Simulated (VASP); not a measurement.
# Ti4AlC3 (P6_3/mmc) in VASP: notebook

Aim: see how the results for Ti4AlC3 move with the level of theory and the settings. Levels: LDA, PBE. Tasks: relaxation of cell and atoms.

Program: VASP 6.6.1. These are calculated values, not measurements. Logs are shortened: lines on timing, memory, paths and dates and some standing lists are left out, and cuts for length are marked.

## 1. Starting point

Symmetry: P6_3/mmc, No. 194, hexagonal system. Conventional cell: a = 3.060 Å, b = 3.060 Å, c = 23.610 Å, α = 90.00°, β = 90.00°, γ = 120.00°. Ti (site symmetry 3m) is surrounded by 6 C at 2.19 to 2.21 Å. Ti (site symmetry 3m) has 3 C at 2.02 Å as nearest neighbours. Around Al (site symmetry -6m2) lie 6 Ti at 2.91 Å and 6 Al at 3.06 Å. C (site symmetry -3m) is surrounded by 6 Ti at 2.21 Å. C (site symmetry 3m) has 6 Ti at 2.02 to 2.19 Å as nearest neighbours.

The cell comes from a database or a generator and needn't be the stable form of this composition.

## 2. Relaxation of cell and atoms, LDA

Contents of INCAR:

```
ALGO     = Normal         # electronic algorithm
EDIFF    = 1E-6           # SCF threshold, eV
EDIFFG   = -0.01          # ionic threshold
ENCUT    = 600            # plane-wave cutoff, eV
GGA      = CA             # functional
IBRION   = 2              # ionic algorithm
ISIF     = 3              # what is computed and relaxed
ISMEAR   = 0              # smearing method
KPAR     = 4            
LASPH    = True           # aspherical terms in the spheres
LCHARG   = False          # write CHGCAR
LREAL    = False          # projectors in reciprocal space
LWAVE    = False          # write WAVECAR
NELM     = 80             # most SCF steps
NSW      = 90             # ionic steps
PREC     = Accurate       # precision mode
SIGMA    = 0.03           # smearing width, eV
```

Contents of KPOINTS:

```
k-points
0
Gamma
  12 12 2
```

Contents of POSCAR:

```
Ti4AlC3
1.0
    3.0600000000      0.0000000000      0.0000000000
   -1.5300000000      2.6500377400      0.0000000000
    0.0000000000      0.0000000000     23.6100000000
Ti Al C
8 2 6
Direct
    0.3333333300      0.6666666700      0.0560000000
    0.6666666700      0.3333333300      0.9440000000
    0.6666666700      0.3333333300      0.5560000000
    0.3333333300      0.6666666700      0.4440000000
    0.0000000000      0.0000000000      0.1520000000
    0.0000000000      0.0000000000      0.8480000000
    0.0000000000      0.0000000000      0.6520000000
    0.0000000000      0.0000000000      0.3480000000
    0.3333333300      0.6666666700      0.2500000000
    0.6666666700      0.3333333300      0.7500000000
    0.0000000000      0.0000000000      0.0000000000
    0.0000000000      0.0000000000      0.5000000000
    0.6666666700      0.3333333300      0.1106000000
    0.3333333300      0.6666666700      0.8894000000
    0.3333333300      0.6666666700      0.6106000000
    0.6666666700      0.3333333300      0.3894000000
```

Potentials or basis: VASP PAW LDA potentials, release 64 (Ti_sv, Al, C).

Command:

```sh
$ cat potpaw_LDA.64/Ti_sv/POTCAR potpaw_LDA.64/Al/POTCAR potpaw_LDA.64/C/POTCAR > POTCAR
$ mpirun -np 4 vasp_std > vasp.out
```

OUTCAR:

```text
EDIFF = 1E-6
   EDIFFG = -0.01
   ENCUT = 600
   GGA = CA
   IBRION = 2
   ISIF = 3
   ISMEAR = 0
   LASPH = True
   LREAL = False
   NELM = 80
   NSW = 90
   PREC = Accurate

 ion  position               nearest neighbor table
   1  0.333  0.667  0.056-  13 2.19  13 2.19  13 2.19  11 2.21  11 2.21  11 2.21   5 2.87   5 2.87
                             5 2.87
   2  0.667  0.333  0.944-  14 2.19  14 2.19  14 2.19  11 2.21  11 2.21  11 2.21   6 2.87   6 2.87
                             6 2.87
   3  0.667  0.333  0.556-  15 2.19  15 2.19  15 2.19  12 2.21  12 2.21  12 2.21   7 2.87   7 2.87
                             7 2.87
   4  0.333  0.667  0.444-  16 2.19  16 2.19  16 2.19  12 2.21  12 2.21  12 2.21   8 2.87   8 2.87
                             8 2.87
   5  0.000  0.000  0.152-  13 2.02  13 2.02  13 2.02   1 2.87   1 2.87   1 2.87   9 2.91   9 2.91
                             9 2.91
   6  0.000  0.000  0.848-  14 2.02  14 2.02  14 2.02   2 2.87   2 2.87   2 2.87  10 2.91  10 2.91
                            10 2.91
   7  0.000  0.000  0.652-  15 2.02  15 2.02  15 2.02   3 2.87   3 2.87   3 2.87  10 2.91  10 2.91
                            10 2.91
   8  0.000  0.000  0.348-  16 2.02  16 2.02  16 2.02   4 2.87   4 2.87   4 2.87   9 2.91   9 2.91
                             9 2.91
   9  0.333  0.667  0.250-   5 2.91   8 2.91   5 2.91   8 2.91   5 2.91   8 2.91
  10  0.667  0.333  0.750-   6 2.91   7 2.91   6 2.91   7 2.91   6 2.91   7 2.91
  11  0.000  0.000  0.000-   1 2.21   2 2.21   2 2.21   1 2.21   2 2.21   1 2.21
  12  0.000  0.000  0.500-   3 2.21   4 2.21   3 2.21   4 2.21   3 2.21   4 2.21
  13  0.667  0.333  0.111-   5 2.02   5 2.02   5 2.02   1 2.19   1 2.19   1 2.19
  14  0.333  0.667  0.889-   6 2.02   6 2.02   6 2.02   2 2.19   2 2.19   2 2.19
  15  0.333  0.667  0.611-   7 2.02   7 2.02   7 2.02   3 2.19   3 2.19   3 2.19
  16  0.667  0.333  0.389-   8 2.02   8 2.02   8 2.02   4 2.19   4 2.19   4 2.19

  LATTYP: Found a hexagonal cell.
 ALAT       =     3.0600000000
 C/A-ratio  =     7.7156862745

  Lattice vectors:

 A1 = (   3.0600000000,   0.0000000000,   0.0000000000)
 A2 = (  -1.5300000000,   2.6500377400,   0.0000000000)
 A3 = (   0.0000000000,   0.0000000000,  23.6100000000)

Analysis of symmetry for initial positions (statically):
=====================================================================
 Subroutine PRICEL returns:
 Original cell was already a primitive cell.

 Routine SETGRP: Setting up the symmetry group for a
 hexagonal supercell.

 Subroutine GETGRP returns: Found 24 space group operations
 (whereof 12 operations were pure point group operations)
 out of a pool of 24 trial point group operations.

The static configuration has the point symmetry D_3d.
 The point group associated with its full space group is D_6h.

Analysis of symmetry for dynamics (positions and initial velocities):
=====================================================================
 Subroutine PRICEL returns:
 Original cell was already a primitive cell.

 Routine SETGRP: Setting up the symmetry group for a
 hexagonal supercell.

 Subroutine GETGRP returns: Found 24 space group operations
 (whereof 12 operations were pure point group operations)
 out of a pool of 24 trial point group operations.

The dynamic configuration has the point symmetry D_3d.
 The point group associated with its full space group is D_6h.

 Subroutine INISYM returns: Found 24 space group operations
 (whereof 12 operations are pure point group operations),
 and found     1 'primitive' translations

----------------------------------------------------------------------------------------

                                     Primitive cell

  volume of cell :     191.4562

  direct lattice vectors                    reciprocal lattice vectors
     3.060000000  0.000000000  0.000000000     0.326797386  0.188676558  0.000000000
    -1.530000000  2.650037740  0.000000000     0.000000000  0.377353116  0.000000000
     0.000000000  0.000000000 23.610000000     0.000000000  0.000000000  0.042354934

  length of vectors
     3.060000000  3.060000004 23.610000000     0.377353117  0.377353116  0.042354934

  position of ions in fractional coordinates (direct lattice)
[... 59 lines left out ...]

 Found     38 irreducible k-points:

 Following reciprocal coordinates:
            Coordinates               Weight
  0.000000  0.000000  0.000000      1.000000
  0.083333  0.000000  0.000000      6.000000
  0.166667  0.000000  0.000000      6.000000
  0.250000  0.000000  0.000000      6.000000
  0.333333 -0.000000  0.000000      6.000000
  0.416667  0.000000  0.000000      6.000000
[... 16 lines left out ...]
  0.250000  0.000000  0.500000      6.000000
  0.333333 -0.000000  0.500000      6.000000
 [... further k-points ...]
   k-points           NKPTS =     38   k-points in BZ     NKDIM =     38   number of bands    NBANDS=     75
   number of dos      NEDOS =    301   number of ions     NIONS =     16
   total plane-waves  NPLWV = 110592
   dimension x,y,z NGX =    24 NGY =   24 NGZ =  192
   dimension x,y,z NGXF=    48 NGYF=   48 NGZF=  384
   ions per type =               8   2   6
   NGX,Y,Z   is equivalent  to a cutoff of  13.04, 13.04, 13.52 a.u.
   NGXF,Y,Z  is equivalent  to a cutoff of  26.08, 26.08, 27.04 a.u.
 SYSTEM =  unknown system
   PREC   = accura    normal or accurate (medium, high low for compatibility)
   ISTART =      0    job   : 0-new  1-cont  2-samecut
   ICHARG =      2    charge: 1-file 2-atom 10-const
   ISPIN  =      1    spin polarized calculation?
   LNONCOLLINEAR =      F non collinear calculations
   LSORBIT =      F    spin-orbit coupling
   LASPH  =      T    aspherical Exc in radial PAW
   ENCUT  =  600.0 eV  44.10 Ry    6.64 a.u.   6.11  6.11 47.16*2*pi/ulx,y,z
   NELM   =     80;   NELMIN=  2; NELMDL= -5     # of ELM steps
   EDIFF  = 0.1E-05   stopping-criterion for ELM
   LREAL  =      F    real-space projection
   EDIFFG = -.1E-01   stopping-criterion for IOM
   NSW    =     90    number of steps for IOM
   IBRION =      2    ionic relax: 0-MD 1-quasi-New 2-CG
   NFREE  =      1    steps in history (QN), initial steepest desc. (CG)
   ISIF   =      3    stress and relaxation
   ISYM   =      2    0-nonsym 1-usesym 2-fastsym
   POTIM  = 0.5000    time-step for ionic-motion
   TEBEG  =    0.0;   TEEND  =   0.0 temperature during run
   PSTRESS=    0.0 pullay stress
   NELECT =     126.0000    total number of electrons
   NUPDOWN=      -1.0000    fix difference up-down
   EMIN   =  10.00;   EMAX   =-10.00  energy-range for DOS
   EFERMI =   0.00;   METHOD = LEGACY
   ISMEAR =     0;   SIGMA  =   0.03  broadening in eV -4-tet -1-fermi 0-gaus
   EFERMI_NEDOS =   21; number of points for ismear=-14 and -15
   IALGO  =     38    algorithm
   IMIX   =      4    mixing-type and parameters
     AMIX     =   0.40;   BMIX     =  1.00
     AMIX_MAG =   1.60;   BMIX_MAG =  1.00
  volume/ion in A,a.u.               =      11.97        80.75
  Fermi-wavevector in a.u.,A,eV,Ry     =   1.423995  2.690961 27.589381  2.027762
  Thomas-Fermi vector in A             =   2.544533
   LORBIT       =      0    0 simple, 1 ext, 2 COOP (PROOUT), +10 PAW based schemes
   GGA     = CA    functional components
   LHFCALC =     F    Hartree Fock is set to
   AEXX    =    0.0000 exact exchange contribution
   IVDW    =     0    specifies the selected vdW correction
   LEPSILON=     F    determine dielectric tensor
   LRPA    =     F    only Hartree local field effects (RPA)
 conjugate gradient relaxation of ions
 non-spin polarized calculation
 Gauss-broadening in eV      SIGMA  =   0.03
  energy-cutoff  :      600.00
  volume of cell :      191.46
 maximum number of plane-waves:      6462
   NGX = 13   NGY = 13   NGZ = 95

--------------------------------------- Ionic step        1  -------------------------------------------

 number of electron     125.9999967 magnetization

 Free energy of the ion-electron system (eV)
  ---------------------------------------------------
  ext. energy  EPLUGINS =         0.00000000
  ---------------------------------------------------
  free energy    TOTEN  =      -150.34964128 eV

  energy without entropy =     -150.34553004  energy(sigma->0) =     -150.34758566

------------------------ aborting loop because EDIFF is reached ----------------------------------------

  FORCE on cell =-STRESS in cart. coord.  units (eV):
  Direction    XX          YY          ZZ          XY          YZ          ZX
  --------------------------------------------------------------------------------------
  -------------------------------------------------------------------------------------
  Total       -4.7104644     -4.7104644     -8.6049369      0.0000000      0.0000000      0.0000000
  in kB      -39.4189305    -39.4189307    -72.0093349      0.0000000      0.0000000      0.0000000
  external PRESSURE =     -50.2823987 kB  Pullay stress =       0.0000000 kB
[... 131 lines left out ...]
  FREE ENERGIE OF THE ION-ELECTRON SYSTEM (eV)
  ---------------------------------------------------
  free  energy   TOTEN  =      -151.3867724319 eV

  energy  without entropy=     -151.3840604891  energy(sigma->0) =     -151.38541646

[... ionic steps 4 to 13 ...]

--------------------------------------- Ionic step       14  -------------------------------------------

 number of electron     125.9999996 magnetization

------------------------ aborting loop because EDIFF is reached ----------------------------------------
[... 95 lines left out ...]
--------------------------------------- Ionic step       16  -------------------------------------------

 number of electron     125.9999996 magnetization

 Free energy of the ion-electron system (eV)
  ---------------------------------------------------
  ext. energy  EPLUGINS =         0.00000000
  ---------------------------------------------------
  free energy    TOTEN  =      -151.41920797 eV

  energy without entropy =     -151.41625739  energy(sigma->0) =     -151.41773268

 E-fermi :   8.8561     XC(G=0): -12.3819

 val. band max:        8.8494626169   @ k =   0.2500   0.0833   0.5000
 cond. band min:       8.8705898685   @ k =   0.2500   0.1667   0.0000
 fundamental gap:      0.0211272516
 Fermi energy:         8.8561106428

 k-point     1 :       0.0000    0.0000    0.0000
  band No.  band energies     occupation
      1     -46.8907      2.00000
      2     -46.8907      2.00000
      3     -46.8738      2.00000
      4     -46.8738      2.00000
      5     -46.8281      2.00000
      6     -46.8281      2.00000
[... 1861 lines left out ...]
     74      11.2993      0.00000
     75      11.4328      0.00000

 [... further k-points ...]

------------------------ aborting loop because EDIFF is reached ----------------------------------------

  FORCE on cell =-STRESS in cart. coord.  units (eV):
  Direction    XX          YY          ZZ          XY          YZ          ZX
  --------------------------------------------------------------------------------------
  -------------------------------------------------------------------------------------
  Total       -0.0381316     -0.0381316      0.0128740      0.0000000      0.0000000      0.0000000
  in kB       -0.3307448     -0.3307448      0.1116658      0.0000000      0.0000000      0.0000000
  external PRESSURE =      -0.1832746 kB  Pullay stress =       0.0000000 kB
[... 31 lines left out ...]
  FREE ENERGIE OF THE ION-ELECTRON SYSTEM (eV)
  ---------------------------------------------------
  free  energy   TOTEN  =      -151.4192079732 eV

  energy  without entropy=     -151.4162573871  energy(sigma->0) =     -151.41773268

 reached required accuracy - stopping structural energy minimisation
```

It took 48 min on 4 MPI ranks of Intel Xeon Platinum 8375C at 2.90GHz (Ice Lake), shared host; peak memory 0.62 GiB.

What came out:

```
Free energy                            : -151.4192 eV
Relaxed volume                         : 11.54 Å³/atom
Relaxed cell                           : a = 3.033 Å, b = 3.033 Å, c = 23.188 Å, α = 90.00°, β = 90.00°, γ = 120.00°
Space group after relaxing (to 0.05 Å) : P6_3/mmc (No. 194)
Energy gained by relaxing              : 66.8 meV/atom
Ionic steps                            : 16
Pressure after relaxing                : 0.0 GPa
Largest force after relaxing           : 0.004 eV/Å
Band gap on the k mesh                 : none (metal or under the smearing width)
```

Forces on the atoms (eV/Å):
```
Ti   0.000  0.000  0.000
Ti   0.000  0.000  0.000
Ti   0.000  0.000  0.000
Ti   0.000  0.000  0.000
Ti   0.000  0.000 -0.004
Ti   0.000  0.000  0.004
Ti   0.000  0.000 -0.004
Ti   0.000  0.000  0.004
Al   0.000  0.000  0.000
Al   0.000  0.000  0.000
C    0.000  0.000  0.000
C    0.000  0.000  0.000
C    0.000  0.000 -0.003
C    0.000  0.000  0.003
C    0.000  0.000 -0.003
C    0.000  0.000  0.003
```

The path:
```csv
step,energy change (eV),largest force (eV/Å),pressure (GPa),volume (Å³)
1,0.0000,3.0696,-5.03,191.46
2,-0.8897,1.4160,3.44,181.23
3,-1.0371,0.3995,0.48,183.88
4,-1.0372,0.3922,0.61,183.73
5,-1.0548,0.2309,-0.64,184.60
6,-1.0549,0.2239,-0.61,184.57
7,-1.0618,0.1150,0.56,183.79
8,-1.0618,0.1127,0.56,183.81
9,-1.0680,0.0622,0.24,184.33
10,-1.0695,0.0187,-0.03,184.78
11,-1.0695,0.0192,-0.04,184.77
12,-1.0695,0.0201,-0.04,184.75
13,-1.0691,0.0420,0.09,184.54
14,-1.0695,0.0237,0.00,184.73
15,-1.0695,0.0163,-0.03,184.71
16,-1.0696,0.0042,-0.02,184.72
```

Final structure:
```
Ti Al C
1.0
     3.03285    0.00000    0.00000
    -1.51642    2.62652    0.00000
     0.00000    0.00000   23.18839
Ti Al C
8 2 6
Direct
  0.33333 0.66667 0.05094
  0.66667 0.33333 0.94906
  0.66667 0.33333 0.55094
  0.33333 0.66667 0.44906
  0.00000 0.00000 0.15311
  0.00000 0.00000 0.84689
  0.00000 0.00000 0.65311
  0.00000 0.00000 0.34689
  0.33333 0.66667 0.25000
  0.66667 0.33333 0.75000
  0.00000 0.00000 0.00000
  0.00000 0.00000 0.50000
  0.66667 0.33333 0.10790
  0.33333 0.66667 0.89209
  0.33333 0.66667 0.60791
  0.66667 0.33333 0.39210
```

[end of part 1 of 2]
